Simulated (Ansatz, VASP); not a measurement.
# CoPdO2: VASP beside Ansatz, part 2 of 2

One calculation is typed for both programs; each brings its own data sets and cutoff. How far apart do they land?

VASP 6.6.1 and Ansatz 0.2.0.

So far: Set-up; VASP: relaxation of cell and atoms, PBE.

## (3) Ansatz: relaxation of cell and atoms, PBE

Level of this step: Ansatz beside VASP: Kohn-Sham DFT, plane waves, PBE (Ansatz).

Ansatz runs on its default PAW (the set named soft_2) files.

The same cell, functional, mesh and smearing now go to Ansatz, which takes its cutoff from its data sets.

File input.yaml:

```yaml
crystal:
  lattice:
    - [1.4316899074, 0.8265865534, 5.9577715763]
    - [-1.4316899074, 0.8265865534, 5.9577715763]
    - [0.0, -1.6531731068, 5.9577715763]
  atoms:
    - { symbol: Co, position: [0.5, 0.5, 0.5], spin: 2.0 }
    - { symbol: Pd, position: [0.0, 0.0, 0.0] }
    - { symbol: O, position: [0.887524, 0.887524, 0.887524] }
    - { symbol: O, position: [0.112476, 0.112476, 0.112476] }
hamiltonian:
  xc: pbe
  pseudopotentials: { kind: paw }
magnetization:
  spin_polarized: true
kpoints:
  mp_grid: { grid: [11, 11, 11] }
scf:
  occupations: { method: fermi_dirac, width: 0.05 }
relax:
  f_tol: 0.01
  max_steps: 60
  cell: { stress_tol: 0.05 }
output:
  forces: true
  stress: true
```

Started as:

```bash
$ ansatz run input.yaml --threads 4 --pin off --max-ram 9216MiB --backend cpu --events-out ev --progress --plain --runs-dir out
```

Numbers of over 12 decimals in the logs are rounded to 6 here.

The program printed:

```text
basis.fft_grid_basis auto: the FFT boxes are laid along the combinations [[1, 0, -1], [0, 1, -1], [0, 0, 1]] of the cell's own vectors, 2.863, 2.863 and 6.183 Å long. The dense box has 20×20×45 points. Along the cell's own vectors, as sized, it would have 45×45×45, 5.06 times as many. Of the 12 symmetry operations that the crystal satisfies within crystal.symmetry.tolerance (time reversal apart; of a slab, those that [...]
Engine: ansatz 0.2.0, aarch64-unknown-linux-gnu
Pseudopotentials: kind: paw
Pseudopotential: Co, paw, valence charge 17, recommended cutoff 420 eV (normal), Co.paw.azcp
Pseudopotential: Pd, paw, valence charge 18, recommended cutoff 420 eV (normal), Pd.paw.azcp
Pseudopotential: O, paw, valence charge 6, recommended cutoff 420 eV (normal), O.paw.azcp
Functional definition: PBE
  parameter kappa = 0.804
  parameter beta = 0.066725
  exchange = pbe_x(kappa = kappa, mu = beta*pi^2/3)
  correlation = pbe_c(beta = beta)
Crystal: 4 atoms, lattice volume = 42.303 Å³
Basis set: ecut = 420 eV, 829 PW (Γ), FFT grids on a1−a3, a2−a3, a3, exchange–correlation on 40×40×90 points (8 copies of the dense FFT grid, shifted against one another)
Bands: 30, of which v1, the nominal top of the filled ones, is band 24 counted from 1 (23 counted from 0)
Symmetry: 12 space group operations
Space group: R-3m (ITA 166), of the structure as read, at distance tolerance 3.5e-5 Å
Magnetic group: BNS 166.97 (UNI 1327), of the structure as read, at distance tolerance 3.5e-5 Å
k-points: 146 of 1331
Non-local potential: Co, projectors of the file, l = 0: 3, l = 1: 2, l = 2: 3, l = 3: 1
Non-local potential: Pd, projectors of the file, l = 0: 2, l = 1: 2, l = 2: 2, l = 3: 1
Non-local potential: O, projectors of the file, l = 0: 2, l = 1: 2, l = 2: 1
PAW form: soft (Blöchl's): semilocal exchange-correlation on the pseudo side does not see the compensation charge
PAW one-centre angular grid: Co, 590 points (default); XC on 64 Gauss nodes
PAW one-centre angular grid: Pd, 590 points (default); XC on 64 Gauss nodes
PAW one-centre angular grid: O, 110 points (default); XC on 64 Gauss nodes
Initial density: superposition of atomic densities (chi_scale 0.1, normalization cell, long waves kept (reshape's long-wave potential 0.33 eV rms))
Starting moments: Σ|m| = 2 μB on 1 of 4 sites
Initial wavefunctions: pseudopotential atomic-orbital guess
Functional: x = pbe(κ = 0.804, μ = 0.219515), c = pbe(β = 0.066725)
SCF iter   1: F=—  HF=-13230.021249 eV  |F-HF|=—  |Δ(HF+E_count)|=         —  Δρ=1.05e-1 (↑9.19e-2 ↓1.05e-1)  dr2=2.05e1  dr2_m=1.46e-1  M=1.464 μB ∫|m|=1.832 μB  β_m=0.30  ethr=3.10e-3  ⟨swp⟩=5.5  Hψ=32321  notcnv=0
Mixer restart at iter 1: flushing history
preconditioner: auto → Kerker (q_TF=auto, 2.777 Å⁻¹)  [metal: Δε(μ)=0.003 eV  Ē_g=11.439 eV  σ=0.050 eV  W_gap=0.01  n_scr=16 (ndim 8)  ℏωp=31.8 eV  f_vac=0.000  D(μ)=7.19/eV (n_scr^D=136)]
spin=Collinear: Kerker preconditioning applied to the charge; magnetization (m = ρ↑ − ρ↓) channel mixes plain (no charge-response kernel on spin).
SCF iter   2: F=—  HF=-13231.453240 eV  |F-HF|=—  |Δ(HF+E_count)|=    1.43e0  Δρ=4.53e-2 (↑4.09e-2 ↓4.53e-2)  dr2=1.07e0  dr2_m=2.54e-1  M=1.302 μB ∫|m|=1.555 μB  β_m=0.33  ethr=3.10e-3  ⟨swp⟩=2.8  Hψ=20151  notcnv=0  defer=232
SCF iter   3: F=—  HF=-13231.547699 eV  |F-HF|=—  |Δ(HF+E_count)|=   9.45e-2  Δρ=4.27e-2 (↑3.33e-2 ↓4.27e-2)  dr2=8.27e-1  dr2_m=3.33e-1  M=1.114 μB ∫|m|=1.409 μB  β_m=0.20  ethr=2.27e-3  ⟨swp⟩=2.1  Hψ=12510  notcnv=0  defer=212
SCF iter   4: F=—  HF=-13231.783768 eV  |F-HF|=—  |Δ(HF+E_count)|=   2.36e-1  Δρ=4.03e-2 (↑4.03e-2 ↓3.30e-2)  dr2=2.68e-1  dr2_m=3.93e-1  M=0.876 μB ∫|m|=1.210 μB  β_m=0.35  ethr=1.76e-3  ⟨swp⟩=2.1  Hψ=10678  notcnv=0  defer=213
SCF iter   5: F=—  HF=-13232.613818 eV  |F-HF|=—  |Δ(HF+E_count)|=         —  Δρ=8.96e-2 (↑8.96e-2 ↓7.76e-2)  dr2=1.32e-1  dr2_m=2.60e0  M=0.002 μB ∫|m|=0.129 μB  β_m=1.00  ethr=5.69e-4  ⟨swp⟩=2.1  Hψ=14585  notcnv=0  defer=216
Mixer restart at iter 5: flushing history
SCF iter   6: F=—  HF=-13232.334557 eV  |F-HF|=—  |Δ(HF+E_count)|=   2.79e-1  Δρ=1.80e-2 (↑9.01e-3 ↓1.80e-2)  dr2=3.53e-1  dr2_m=9.32e-3  M=0.000 μB ∫|m|=0.039 μB  β_m=0.83  ethr=1.06e-4  ⟨swp⟩=3.0  Hψ=18003  notcnv=0  defer=218
SCF iter   7: F=—  HF=-13232.370896 eV  |F-HF|=—  |Δ(HF+E_count)|=   3.63e-2  Δρ=2.24e-2 (↑2.24e-2 ↓1.85e-2)  dr2=3.70e-1  dr2_m=1.55e-3  M=0.000 μB ∫|m|=0.015 μB  β_m=0.45  ethr=1.06e-4  ⟨swp⟩=3.1  Hψ=20966  notcnv=0  defer=286
SCF iter   8: F=—  HF=-13232.314138 eV  |F-HF|=—  |Δ(HF+E_count)|=   5.68e-2  Δρ=6.99e-3 (↑6.99e-3 ↓3.57e-3)  dr2=2.02e-2  dr2_m=1.50e-3  M=0.000 μB ∫|m|=0.015 μB  β_m=0.80  ethr=1.06e-4  ⟨swp⟩=2.7  Hψ=19384  notcnv=0  defer=353
SCF iter   9: F=—  HF=-13232.310436 eV  |F-HF|=—  |Δ(HF+E_count)|=   3.70e-3  Δρ=2.18e-3 (↑2.17e-3 ↓2.18e-3)  dr2=5.24e-3  dr2_m=1.74e-6  M=-0.000 μB ∫|m|=0.001 μB  β_m=0.75  ethr=4.30e-5  ⟨swp⟩=2.0  Hψ=17592  notcnv=0  defer=359
SCF iter  10: F=—  HF=-13232.310474 eV  |F-HF|=—  |Δ(HF+E_count)|=   3.76e-5  Δρ=1.03e-3 (↑8.26e-4 ↓1.03e-3)  dr2=1.16e-3  dr2_m=6.10e-6  M=-0.000 μB ∫|m|=0.001 μB  β_m=0.87  ethr=1.11e-5  ⟨swp⟩=2.5  Hψ=13856  notcnv=0  defer=359
SCF iter  11: F=—  HF=-13232.310506 eV  |F-HF|=—  |Δ(HF+E_count)|=   3.18e-5  Δρ=3.11e-4 (↑2.37e-4 ↓3.11e-4)  dr2=1.14e-4  dr2_m=7.56e-7  M=0.000 μB ∫|m|=0.000 μB  β_m=0.90  ethr=2.48e-6  ⟨swp⟩=2.5  Hψ=13743  notcnv=0  defer=359
SCF iter  12: F=—  HF=-13232.310531 eV  |F-HF|=—  |Δ(HF+E_count)|=   2.50e-5  Δρ=2.45e-4 (↑2.38e-4 ↓2.45e-4)  dr2=9.47e-5  dr2_m=6.14e-9  M=0.000 μB ∫|m|=0.000 μB  β_m=0.95  ethr=2.42e-7  ⟨swp⟩=1.0  Hψ=8760  notcnv=0  defer=359
SCF iter  13: F=—  HF=-13232.311004 eV  |F-HF|=—  |Δ(HF+E_count)|=   4.73e-4  Δρ=4.45e-5 (↑3.37e-5 ↓4.45e-5)  dr2=2.96e-6  dr2_m=4.63e-8  M=0.000 μB ∫|m|=0.000 μB  β_m=0.88  ethr=2.02e-7  ⟨swp⟩=2.2  Hψ=11764  notcnv=0  defer=359
SCF iter  14: F=—  HF=-13232.311004 eV  |F-HF|=—  |Δ(HF+E_count)|=   3.99e-7  Δρ=1.84e-5 (↑1.65e-5 ↓1.84e-5)  dr2=2.88e-7  dr2_m=2.08e-9  M=0.000 μB ∫|m|=0.000 μB  β_m=0.89  ethr=6.30e-9  ⟨swp⟩=2.1  Hψ=11930  notcnv=0  defer=359
SCF iter  15: F=—  HF=-13232.311004 eV  |F-HF|=—  |Δ(HF+E_count)|=   6.90e-9  Δρ=5.17e-6 (↑4.59e-6 ↓5.17e-6)  dr2=5.12e-8  dr2_m=2.02e-10  M=0.000 μB ∫|m|=0.000 μB  β_m=0.94  ethr=6.14e-10  ⟨swp⟩=2.6  Hψ=14833  notcnv=0  defer=359
SCF iter  16: F=-13232.311004 eV  HF=-13232.311004 eV  |F-HF|=4.71e-8  |Δ(HF+E_count)|=   9.95e-9  Δρ=5.52e-6 (↑5.50e-6 ↓5.52e-6)  dr2=5.35e-8  dr2_m=7.42e-12  M=0.000 μB ∫|m|=0.000 μB  ethr=1.09e-10  ⟨swp⟩=2.0  Hψ=23843  notcnv=0
WARN: the starting moments were not kept: the SCF closed with an absolute magnetisation of 3.1e-6 μB, where they sum to 2 μB in size (1 site). That is at most 0.1 of that sum. Measured as dr2_m measures the in/out step, that magnetisation stands 3.5e-12 eV from none, at or under the dr2_threshold of 1.0e-7 eV: it is no larger than a step whose dr2_m would equal this threshold. The system may hold no moment; this SCF  [...]
SCF 1 converged in 16 iterations: F = -13232.311004 eV  dr2 = 5.35e-8
  greatest PAW one-centre occupation: 1.000 electrons in one spin orbital (limit 2), on the Co atom at site 0 (counted from 0), in its partial waves of l = 0
relax step   1: F+E_penalty+E_count = -13232.31100421 eV  Δ(F+E_penalty+E_count) = +0.000e0 eV  max|allowed force component| = 1.478e-1 eV/Å  Δτ_max = 0.0000 Å  P = -1.017 GPa  Ω = 42.303 Å³  (16 SCF iters, dr2 threshold 1.00e-7 eV, accepted)
[...]
relax step   2: F+E_penalty+E_count = -13232.31232148 eV  Δ(F+E_penalty+E_count) = -1.317e-3 eV  max|allowed force component| = 8.062e-2 eV/Å  Δτ_max = 0.0030 Å  P = -0.541 GPa  Ω = 42.238 Å³  energy of the carried Pulay correction = +2.780e-4 eV  (8 SCF iters, dr2 threshold 4.00e-7 eV, accepted)
[...]
relax step   3: F+E_penalty+E_count = -13232.31311861 eV  Δ(F+E_penalty+E_count) = -7.971e-4 eV  max|allowed force component| = 6.390e-3 eV/Å  Δτ_max = 0.0028 Å  P = +0.052 GPa  Ω = 42.142 Å³  energy of the carried Pulay correction = +6.888e-4 eV  (8 SCF iters, dr2 threshold 4.00e-7 eV, accepted)
[...]
relax step   4: F+E_penalty+E_count = -13232.31308059 eV  Δ(F+E_penalty+E_count) = +3.802e-5 eV  max|allowed force component| = 1.539e-3 eV/Å  Δτ_max = 0.0002 Å  P = +0.005 GPa  Ω = 42.151 Å³  energy of the carried Pulay correction = +6.466e-4 eV  (7 SCF iters, dr2 threshold 2.81e-8 eV, accepted)
[...]
relax step   5: F+E_penalty+E_count = -13232.31241417 eV  Δ(F+E_penalty+E_count) = +6.664e-4 eV  max|allowed force component| = 1.392e-3 eV/Å  Δτ_max = 0.0000 Å  P = -0.018 GPa  Ω = 42.151 Å³  stress off target by 2.51e-2 GPa  SCF on the basis re-selected at this cell (its energy is not comparable with the rows above)  (9 SCF iters)
basis re-selected at this cell: Δ(F+E_penalty+E_count) = +6.664e-4 eV, ΔP = -0.023 GPa vs the last step (what re-selecting the basis moved, of the pressure what is left beyond the Pulay correction that the steps carried, after the strain that the cell walked since its last selection, with what the two solves' SCF thresholds leave and, on support functions, any second-order correction that the steps lacked; it is no m [...]
SCF converged after 9 iterations
Magnetization: -0.0000 μB (23.5000 up, 23.5000 down)
Absolute magnetization: 0.0000 μB (∫|ρ↑−ρ↓|, with the PAW one-centre terms)
Spin contamination: 0.0000 ħ² per cell (⟨S²⟩ above its minimum at these occupations)
Per-site moments (μB) at R_I (Å): [(1.2306833037306087e-9, 0.788278), (-5.609834610582506e-10, 0.829655), (-5.755813006028256e-10, 0.788278), (-5.755812813193659e-10, 0.788278)]
Free energy (F): -13232.312414 eV
Harris-Foulkes:  -13232.312414 eV  (|F-HF|=1.46e-11)
Internal energy: -13232.310061 eV  (E = F + TS)
E sigma→0 (E₀):  -13232.311237 eV
Entropy (-TS):   -0.002354 eV (-0.588 meV/atom)
Fermi energy:    14.210776 eV
--- Per-component energies (eV) ---
  E_band       = -511.738192
  E_kinetic    = 1311.741993
  E_local      = -6088.143928  (includes V_loc(G=0)·N_el)
  E_nonlocal   = 768.231383
  E_hartree    = 2490.364518
  E_xc         = -472.694958
  E_vxc        = -601.868348  (∫ρ·V_xc dr)
  E_paw        = -5578.153390  (= ΣΔE_a)
  E_vpaw       = -882.433483  (= ΣTr[D̂ρ^β])
  E_aug_tail   = 0.004943  (compensation charges beyond the density's cutoff)
  E_ewald      = -5663.660622
  E_smearing   = -0.002354  (= −TS)
  E_closure    = 0.000000  (closes the sum)
  Σ components = -13232.312414   (vs F -13232.312414, Δ=0.00e0)
--- Forces (eV/Å), atoms counted from 1 ---
  atom   1  Co     0.00000000     0.00000000     0.00000000
  atom   2  Pd     0.00000000     0.00000000     0.00000000
  atom   3  O     -0.00000000    -0.00000000    -0.00139217
  atom   4  O      0.00000000     0.00000000     0.00139217
  max |Σ_I F_I| component: 9.25e-18 eV/Å
--- Stress (GPa, compression-positive) ---
       -0.025139       0.000000       0.000000
        0.000000      -0.025139      -0.000000
        0.000000      -0.000000      -0.003779
  P = ⅓ Tr σ = -0.0180 GPa (-0.180 kbar)
--- Relaxed structure (4 steps of the walk, 4 accepted, 1 SCFs on fresh bases) ---
  F+E_penalty+E_count = -13232.31241417 eV   max|allowed force component| = 1.392e-3 eV/Å   (the final SCF, on the basis selected at the relaxed cell)
  cell:  # Å, volume = 42.1515 Å³
    - [1.430929, 0.826147, 5.942731]
    - [-1.430929, 0.826147, 5.942731]
    - [0, -1.652294, 5.942731]
  atoms:
    - { symbol: Co, position: [0.500000, 0.500000, 0.500000] }
    - { symbol: Pd, position: [0, 0, 0] }
    - { symbol: O, position: [0.887185, 0.887185, 0.887185] }
    - { symbol: O, position: [0.112815, 0.112815, 0.112815] }
```

It took 29 s on 4 threads of Arm Neoverse V1, shared host; peak memory 0.6 GiB; 1.8 min of CPU time.

## (4) Differences

Known differences besides the PAW data sets themselves: both relaxations stop at a tolerance, which leaves soft axes loose, and VASP keeps its plane-wave basis; the data sets hold 47 valence electrons in Ansatz (default PAW (the set named soft_2) files) and 31 in VASP; the cutoff is 420 eV in Ansatz and 560 eV in VASP; VASP leaves aspherical gradient terms in its spheres out (LASPH is not set), Ansatz keeps them; Ansatz adds a Pulay correction to the stress that steers its cell, VASP none. Total energies have different zeros and are not compared.

Compared:

```tsv
quantity	Ansatz	VASP	difference
volume (Å³)	42.15	42.12	+0.07 %
edge a after relaxation, in the typed setting (Å)	6.168	6.170	-0.03 %
```

The walks stopped with -0.02 GPa left in Ansatz and 0.01 GPa in VASP; each walk ends within a tolerance, so the volume difference is uncertain by about these residues over the bulk modulus, most in soft cells.

## (5) Summary of results

| Item | Value |
| --- | --- |
| difference in volume (relaxation of cell and atoms, PBE) | 0.069 % |

In words: The difference in volume is 0.069 % (relaxation of cell and atoms, PBE), within the 1.2 % picked in this series as the mark of a large difference, as far as the stopping tolerances let one tell. Differences of this kind measure data sets and numerical settings, not the functional's error against experiment.

[Lines on the potential files, build, host, timing and source positions are cut from VASP's logs without a mark.]

[Logs are printed without paths, hosts, clocks, repeated set-up lines and the standing remarks that a program may print on its own settings, such as how far it seeks lower states.]

[Hosts, paths, dates, database ids (printed as entryN), source tags and the programs' standing remarks are cut or masked in the printed files.]
